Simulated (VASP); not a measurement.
A convergence study with VASP on Tb (space group no. 194 when undisturbed): one setting is varied, all else stays as given below, so the limit is that of these other settings. One atom is moved off its site, so that forces are finite.

```xyz
2
Lattice="1.7946 -3.1083 0.0000 1.7946 3.1083 0.0000 0.0000 0.0000 5.6729" Properties=species:S:1:pos:R:3 pbc="T T T"
Tb     1.7946     1.0361     1.4682
Tb     1.7946    -1.0361     4.2547
```
Starting moments (μB, in the order of the record's atoms Tb Tb): 6.0 6.0.

Calculation: PBEsol GGA, VASP's PBE PAW potentials (set 64) (plane waves; VASP 6.6.1). The tightest run used: 300 eV cut-off, 15×15×9 Γ-centred mesh, Gaussian smearing of 0.10 eV, potentials Tb.

The settings run are 2×2×1 mesh; 2×2×2 mesh; 3×3×2 mesh; 4×4×2 mesh; 4×4×3 mesh; 5×5×3 mesh; 6×6×3 mesh; 6×6×4 mesh; 7×7×4 mesh; 8×8×4 mesh; 8×8×5 mesh; 9×9×5 mesh; 10×10×6 mesh; 12×12×7 mesh; 14×14×8 mesh; 15×15×9 mesh. From which on does the energy per atom stay within 0.01 eV/atom of the tightest run?

From 6×6×4 mesh on: it is off by 0.0065 there and by no more than 0.01 in any finer run, while 6×6×3 mesh is off by 0.0127.
| setting | E (eV/atom) | pressure (GPa) | largest force (eV/Å) | moment (μB) | irreducible k-points | difference judged (eV/atom) |
|---|---|---|---|---|---|---|
| 2×2×1 mesh | -10.4823 | -13.50 | 0.215 | 11.500 | 2 | 0.7236 |
| 2×2×2 mesh | -10.4086 | -11.85 | 0.027 | 11.719 | 4 | 0.6500 |
| 3×3×2 mesh | -9.7505 | -3.13 | 0.225 | 11.584 | 6 | 0.0081 |
| 4×4×2 mesh | -9.7578 | -2.41 | 0.132 | 11.382 | 8 | 0.0008 |
| 4×4×3 mesh | -9.7446 | -1.62 | 0.131 | 12.229 | 9 | 0.0140 |
| 5×5×3 mesh | -9.7499 | -2.30 | 0.157 | 11.966 | 12 | 0.0087 |
| 6×6×3 mesh | -9.7713 | -2.65 | 0.157 | 12.024 | 17 | 0.0127 |
| 6×6×4 mesh | -9.7651 | -2.19 | 0.176 | 11.651 | 24 | 0.0065 |
| 7×7×4 mesh | -9.7596 | -2.43 | 0.154 | 11.765 | 28 | 0.0010 |
| 8×8×4 mesh | -9.7589 | -2.28 | 0.162 | 11.678 | 35 | 0.0003 |
| 8×8×5 mesh | -9.7557 | -2.41 | 0.140 | 11.983 | 40 | 0.0029 |
| 9×9×5 mesh | -9.7600 | -2.34 | 0.150 | 11.949 | 50 | 0.0014 |
| 10×10×6 mesh | -9.7602 | -2.39 | 0.159 | 11.865 | 72 | 0.0016 |
| 12×12×7 mesh | -9.7575 | -2.36 | 0.149 | 11.900 | 112 | 0.0011 |
| 14×14×8 mesh | -9.7596 | -2.35 | 0.156 | 11.885 | 168 | 0.0010 |
| 15×15×9 mesh | -9.7586 | -2.33 | 0.152 | 11.862 | 211 | 0.0000 |

Left out are rungs that failed or repeat a setting and relaxations that didn't move; long series are thinned to 24 rows.

The structure is a typed Tb crystal (space group no. 194). The cell was not relaxed at this level, it is distorted from the ideal structure. The spin order is the one that the start imposed; others were not tried in this run.
